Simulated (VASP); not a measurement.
Take MgS (rock salt), against free atoms with fixed spin and no zero-point term, in VASP with PAW potentials, and its cohesive energy.

One run gives 3.98 eV/atom. Which level is it?
A) PBE
B) HSE06
C) LDA
D) r2SCAN

D, r2SCAN.  The others give 3.76 (HSE06), 4.44 (LDA), 3.71 (PBE).

Only levels that ran to the end are used. Left out are those held back, those with too coarse a band path, GW runs whose mesh misses a band edge, hybrids' fits of cells that aren't cubic and levels without matching references; a question may draw on a part of the rest.
